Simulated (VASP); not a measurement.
V:

```
V
1.0
    -1.51294    1.51294    1.51294
     1.51294   -1.51294    1.51294
     1.51294    1.51294   -1.51294
V
1
Cartesian
  0.0000 0.0000 0.0000
```

| Quantity | Value |
| --- | --- |
| Program | VASP 6.6.1 |
| Task | relaxation of cell and atoms |
| Functional | LDA |
| Potentials or basis | VASP PAW LDA potentials, release 64 (V_sv) |
| Cutoff | 600 eV |
| k mesh | 20 × 20 × 20 |
| Occupations | gaussian, width 0.1 eV |
| Spin | no spin polarisation |

At the start: pressure -17.1 GPa; volume 13.85 Å³/atom.

**Question.** Where does the relaxation end?

**Answer.** Over 4 steps the energy falls by 74.6 meV/atom and the volume is 12.56 Å³/atom (-9.3 %); space group Im-3m (No. 229, to 0.05 Å).

Step by step:
| step | energy change (eV) | largest force (eV/Å) | pressure (GPa) | volume (Å³) |
| --- | --- | --- | --- | --- |
| 1 | 0.0000 | 0.0000 | -17.10 | 13.85 |
| 2 | 0.0605 | 0.0000 | 32.60 | 11.09 |
| 3 | -0.0745 | 0.0000 | -0.61 | 12.59 |
| 4 | -0.0746 | 0.0000 | -0.06 | 12.56 |

Final structure:
```yaml
crystal:
  lattice:
    - [-1.46442, 1.46442, 1.46442]
    - [1.46442, -1.46442, 1.46442]
    - [1.46442, 1.46442, -1.46442]
  atoms:
    - { symbol: V, position: [0.00000, 0.00000, 0.00000] }
```
